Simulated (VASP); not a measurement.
# YReS (P4/mmm) in VASP: reference runs

Aim: a first look at YReS with PBE, on the cell as given.

All numbers are computed with VASP 6.6.1; they aren't measurements. Logs are shortened: lines on timing, memory, paths and dates and some standing lists are left out, and cuts for length are marked.

### Step 1. The structure

The structure is tetragonal, space group P4/mmm (No. 123). Conventional cell: a = 3.889 Å, b = 3.889 Å, c = 3.969 Å, α = 90.00°, β = 90.00°, γ = 90.00°. Y (site symmetry 4/mmm) has 4 S at 2.75 Å as nearest neighbours. Re (site symmetry 4/mmm) is surrounded by 2 S at 1.98 Å. S (site symmetry 4/mmm) has 2 Re at 1.98 Å as nearest neighbours.

The cell was built by a generator and needn't be a form met in nature.

### Step 2. Single point, PBE

Contents of INCAR:

```
SYSTEM = YReS
ALGO = Normal ; EDIFF = 1E-7
ENCUT = 520 ; GGA = PE
ISIF = 2 ; ISMEAR = -1
LASPH = .True. ; LCHARG = .False.
LREAL = .False. ; LWAVE = .False.
NBANDS = 19 ; NELM = 80
PREC = Accurate ; SIGMA = 0.05
```

Contents of KPOINTS:

```
k-points
0
Gamma
  7 7 7
  0 0 0
```

Contents of POSCAR:

```
YReS
1.0
    3.8891707800      0.0000000000      0.0000000000
    0.0000000000      3.8891707800      0.0000000000
    0.0000000000      0.0000000000      3.9691365600
Y Re S
1 1 1
Direct
    0.0000000000      0.0000000000      0.0000000000
    0.5000000000      0.5000000000      0.5000000000
    0.5000000000      0.5000000000      0.0000000000
```

Potentials or basis: VASP PAW PBE potentials, release 64 (Y_sv, Re, S).

Launch:

```sh
> cat potpaw_PBE.64/Y_sv/POTCAR potpaw_PBE.64/Re/POTCAR potpaw_PBE.64/S/POTCAR > POTCAR
> mpirun -np 1 vasp_std > vasp.out
```

OUTCAR:

```text
SYSTEM = YReS
   EDIFF = 1E-7
   ENCUT = 520
   GGA = PE
   ISIF = 2
   ISMEAR = -1
   LASPH = .True.
   LREAL = .False.
   NELM = 80
   PREC = Accurate

 ion  position               nearest neighbor table
   1  0.000  0.000  0.000-   3 2.75   3 2.75   3 2.75   3 2.75   2 3.39   2 3.39   2 3.39   2 3.39
                             2 3.39   2 3.39   2 3.39   2 3.39
   2  0.500  0.500  0.500-   3 1.98   3 1.98   1 3.39   1 3.39   1 3.39   1 3.39   1 3.39   1 3.39
                             1 3.39   1 3.39
   3  0.500  0.500  0.000-   2 1.98   2 1.98   1 2.75   1 2.75   1 2.75   1 2.75

  LATTYP: Found a simple tetragonal cell.
 ALAT       =     3.8891707800
 C/A-ratio  =     1.0205611387

  Lattice vectors:

 A1 = (   3.8891707800,   0.0000000000,   0.0000000000)
 A2 = (   0.0000000000,   3.8891707800,   0.0000000000)
 A3 = (   0.0000000000,   0.0000000000,   3.9691365600)

Analysis of symmetry for initial positions (statically):
=====================================================================
 Subroutine PRICEL returns:
 Original cell was already a primitive cell.

 Routine SETGRP: Setting up the symmetry group for a
 simple tetragonal supercell.

 Subroutine GETGRP returns: Found 16 space group operations
 (whereof 16 operations were pure point group operations)
 out of a pool of 16 trial point group operations.

The static configuration has the point symmetry D_4h.

Analysis of symmetry for dynamics (positions and initial velocities):
=====================================================================
 Subroutine PRICEL returns:
 Original cell was already a primitive cell.

 Routine SETGRP: Setting up the symmetry group for a
 simple tetragonal supercell.

 Subroutine GETGRP returns: Found 16 space group operations
 (whereof 16 operations were pure point group operations)
 out of a pool of 16 trial point group operations.

The dynamic configuration has the point symmetry D_4h.

 Subroutine INISYM returns: Found 16 space group operations
 (whereof 16 operations are pure point group operations),
 and found     1 'primitive' translations

----------------------------------------------------------------------------------------

                                     Primitive cell

  volume of cell :      60.0358

  direct lattice vectors                    reciprocal lattice vectors
     3.889170780  0.000000000  0.000000000     0.257124219  0.000000000  0.000000000
     0.000000000  3.889170780  0.000000000     0.000000000  0.257124219  0.000000000
     0.000000000  0.000000000  3.969136560     0.000000000  0.000000000  0.251943964

  length of vectors
     3.889170780  3.889170780  3.969136560     0.257124219  0.257124219  0.251943964
[... 87 lines left out ...]
   IBRION =     -1    ionic relax: 0-MD 1-quasi-New 2-CG
   NFREE  =      0    steps in history (QN), initial steepest desc. (CG)
   ISIF   =      2    stress and relaxation
   ISYM   =      2    0-nonsym 1-usesym 2-fastsym
   POTIM  = 0.5000    time-step for ionic-motion
   TEBEG  =    0.0;   TEEND  =   0.0 temperature during run
   PSTRESS=    0.0 pullay stress
   NELECT =      24.0000    total number of electrons
   NUPDOWN=      -1.0000    fix difference up-down
   EMIN   =  10.00;   EMAX   =-10.00  energy-range for DOS
   EFERMI =   0.00;   METHOD = LEGACY
   ISMEAR =    -1;   SIGMA  =   0.05  broadening in eV -4-tet -1-fermi 0-gaus
   EFERMI_NEDOS =   21; number of points for ismear=-14 and -15
   IALGO  =     38    algorithm
   IMIX   =      4    mixing-type and parameters
     AMIX     =   0.40;   BMIX     =  1.00
     AMIX_MAG =   1.60;   BMIX_MAG =  1.00
  volume/ion in A,a.u.               =      20.01       135.05
  Fermi-wavevector in a.u.,A,eV,Ry     =   1.205985  2.278981 19.788309  1.454400
  Thomas-Fermi vector in A             =   2.341665
   LORBIT       =      0    0 simple, 1 ext, 2 COOP (PROOUT), +10 PAW based schemes
   GGA     = PE    functional components
   LHFCALC =     F    Hartree Fock is set to
   AEXX    =    0.0000 exact exchange contribution
   IVDW    =     0    specifies the selected vdW correction
   LEPSILON=     F    determine dielectric tensor
   LRPA    =     F    only Hartree local field effects (RPA)
 non-spin polarized calculation
  energy-cutoff  :      520.00
  volume of cell :       60.04
 maximum number of plane-waves:      1629
 NGX is ok and might be reduce to    30
   NGX = 15   NGY = 15   NGZ = 15

 number of electron      24.0000001 magnetization

 Free energy of the ion-electron system (eV)
  ---------------------------------------------------
  ext. energy  EPLUGINS =         0.00000000
  ---------------------------------------------------
  free energy    TOTEN  =       -22.02621073 eV

  energy without entropy =      -21.99650576  energy(sigma->0) =      -22.01135825

 E-fermi :   6.0053     XC(G=0): -10.9777

 val. band max:        6.0024272983   @ k =   0.1429   0.1429   0.4286
 cond. band min:       6.0067222401   @ k =   0.2857   0.1429   0.2857
 fundamental gap:      0.0042949418
 Fermi energy:         6.0053237287

 k-point     1 :       0.0000    0.0000    0.0000
  band No.  band energies     occupation
      1     -36.9606      2.00000
      2     -17.0116      2.00000
      3     -17.0116      2.00000
      4     -16.7810      2.00000
      5     -10.7544      2.00000
      6       1.2762      2.00000
[... 505 lines left out ...]
      6      -1.6693      2.00000
[... 11 lines left out ...]
     18      11.8733      0.00000
     19      11.9171      0.00000

 [... further k-points ...]

------------------------ aborting loop because EDIFF is reached ----------------------------------------

  FORCE on cell =-STRESS in cart. coord.  units (eV):
  Direction    XX          YY          ZZ          XY          YZ          ZX
  --------------------------------------------------------------------------------------
  -------------------------------------------------------------------------------------
  Total       -0.9250123     -0.9250123     30.8011806      0.0000000      0.0000000      0.0000000
  in kB      -24.6858467    -24.6858467    821.9925405      0.0000000      0.0000000      0.0000000
  external PRESSURE =     257.5402824 kB  Pullay stress =       0.0000000 kB

 VOLUME and BASIS-vectors are now :
 -----------------------------------------------------------------------------
  energy-cutoff  :      520.00
  volume of cell :       60.04
      direct lattice vectors                 reciprocal lattice vectors
     3.889170780  0.000000000  0.000000000     0.257124219  0.000000000  0.000000000
     0.000000000  3.889170780  0.000000000     0.000000000  0.257124219  0.000000000
     0.000000000  0.000000000  3.969136560     0.000000000  0.000000000  0.251943964

 POSITION                                       TOTAL-FORCE (eV/Angst)
 -----------------------------------------------------------------------------------
      0.00000      0.00000      0.00000         0.000000      0.000000      0.000000
      1.94459      1.94459      1.98457         0.000000      0.000000      0.000000
      1.94459      1.94459      0.00000         0.000000      0.000000      0.000000
 -----------------------------------------------------------------------------------
    total drift:                                0.000000      0.000000      0.000000

  FREE ENERGIE OF THE ION-ELECTRON SYSTEM (eV)
  ---------------------------------------------------
  free  energy   TOTEN  =       -22.0262107288 eV

  energy  without entropy=      -21.9965057617  energy(sigma->0) =      -22.01135825
```

It took 32 s on 1 thread of AMD EPYC 9R45 (Zen 5), shared host; peak memory 0.19 GiB.

Results:

| Property | Result |
| --- | --- |
| Free energy | -22.0262 eV |
| Pressure | 25.8 GPa |
| Band gap on the k mesh | none (metal or under the smearing width) |

Caveat: so large a pressure means that the cell lies far from this level's equilibrium, or that cutoff or potentials fall short. The run has no spin-orbit coupling, so splittings on Re are missing.
